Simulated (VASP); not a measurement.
Output of a VASP run:

OSZICAR:
```
       N       E                     dE             d eps       ncg     rms          rms(c)
DAV:   1     0.161895977756E+03    0.16190E+03   -0.15053E+04  2038   0.405E+03
DAV:   2     0.116921646114E+02   -0.15020E+03   -0.14771E+03  2016   0.532E+02
DAV:   3    -0.846539343997E+01   -0.20158E+02   -0.19986E+02  2192   0.145E+02
DAV:   4    -0.909687507196E+01   -0.63148E+00   -0.63048E+00  2336   0.296E+01
DAV:   5    -0.910764182804E+01   -0.10767E-01   -0.10765E-01  2240   0.406E+00    0.301E+00
DAV:   6    -0.906070872440E+01    0.46933E-01   -0.20941E-02  2208   0.170E+00    0.180E+00
DAV:   7    -0.903272515160E+01    0.27984E-01   -0.51141E-02  2128   0.233E+00    0.155E-01
DAV:   8    -0.903443019566E+01   -0.17050E-02   -0.67195E-03  2332   0.129E+00    0.526E-02
DAV:   9    -0.903444883014E+01   -0.18634E-04   -0.27523E-04  2594   0.329E-01    0.193E-02
DAV:  10    -0.903448576146E+01   -0.36931E-04   -0.10715E-04  2152   0.142E-01    0.550E-03
DAV:  11    -0.903448728113E+01   -0.15197E-05   -0.10310E-05  2542   0.623E-02    0.200E-03
DAV:  12    -0.903448749576E+01   -0.21463E-06   -0.66049E-07  1600   0.123E-02
   1 F= -.90344875E+01 E0= -.90345195E+01  d E =-.903449E+01
       N       E                     dE             d eps       ncg     rms          rms(c)
DAV:   1    -0.904503018586E+01   -0.10543E-01   -0.15041E-01  2668   0.802E+00    0.599E-01
DAV:   2    -0.903730691446E+01    0.77233E-02   -0.10893E-02  2608   0.212E+00    0.300E-01
DAV:   3    -0.903483964979E+01    0.24673E-02   -0.43129E-03  2642   0.119E+00    0.702E-02
DAV:   4    -0.903465692526E+01    0.18272E-03   -0.50220E-04  2556   0.468E-01    0.154E-02
DAV:   5    -0.903465440328E+01    0.25220E-05   -0.38126E-05  2388   0.119E-01    0.112E-02
DAV:   6    -0.903465329712E+01    0.11062E-05   -0.29125E-06  1704   0.357E-02    0.358E-04
DAV:   7    -0.903465322343E+01    0.73690E-07   -0.27397E-07  1022   0.704E-03
   2 F= -.90346532E+01 E0= -.90346976E+01  d E =-.165728E-03
```

OUTCAR:
```
------------------------ aborting loop because EDIFF is reached ----------------------------------------
  FORCE on cell =-STRESS in cart. coord.  units (eV):
  Direction    XX          YY          ZZ          XY          YZ          ZX
  --------------------------------------------------------------------------------------
  Total       -0.0024435     -0.0024435     -0.0024435      0.0000000     -0.0000000      0.0000000
  in kB       -0.0819511     -0.0819511     -0.0819511      0.0000000     -0.0000000      0.0000000
  external PRESSURE =      -0.0819511 kB  Pullay stress =       0.0000000 kB
  volume of cell :       47.77
      direct lattice vectors                 reciprocal lattice vectors
     0.000000000  2.879906827  2.879906827    -0.173616728  0.173616728  0.173616728
     2.879906827  0.000000000  2.879906827     0.173616728 -0.173616728  0.173616728
     2.879906827  2.879906827  0.000000000     0.173616728  0.173616728 -0.173616728
 POSITION                                       TOTAL-FORCE (eV/Angst)
 -----------------------------------------------------------------------------------
      0.00000      0.00000      0.00000        -0.000000     -0.000000      0.000000
      1.43995      1.43995      1.43995         0.000000      0.000000     -0.000000
 -----------------------------------------------------------------------------------
    total drift:                                0.000000     -0.000000      0.000000
  FREE ENERGIE OF THE ION-ELECTRON SYSTEM (eV)
  ---------------------------------------------------
  free  energy   TOTEN  =        -9.0346532234 eV

  energy  without entropy=       -9.0347864938  energy(sigma->0) =       -9.03469765

 reached required accuracy - stopping structural energy minimisation
```
(Selected blocks of OUTCAR.)

### POSCAR
```
Ge
1
    0.0000000000     2.8743122363     2.8743122363
    2.8743122363     0.0000000000     2.8743122363
    2.8743122363     2.8743122363     0.0000000000
Ge
2
Direct
  0.0000000000   0.0000000000   0.0000000000
  0.2500000000   0.2500000000   0.2500000000
```

Problem. Write an INCAR and KPOINTS that could have produced this output.

Solution. This is not unique; one that fits is the input of the run itself, PBE GGA, plane waves, VASP's PBE PAW potentials (set 64).

**KPOINTS**
```
Automatic mesh
0
Gamma
11 11 11
0 0 0
```

**INCAR**
```
SYSTEM = Ge
ENCUT = 500   # plane-wave cut-off (eV)
ALGO = Normal   # blocked Davidson
ISMEAR = 1
LMAXMIX = 4   # l cut-off of mixed one-centre charges
EDIFF = 1E-6
SIGMA = 0.1
PREC = Accurate
NSW = 40
GGA = PE   # PBE
LCHARG = F
NELM = 100
IBRION = 2   # conjugate gradients
LREAL = F
LWAVE = F
EDIFFG = -0.02
ISIF = 3   # ions, shape and volume
LASPH = T   # aspherical one-centre terms
```

POTCAR, in this order: Ge_d (PBE.64 set). Program: vasp_std.

The compound is Ge in the diamond structure. This run relaxes it. Symmetry was kept, so distortions that lower it aren't found.
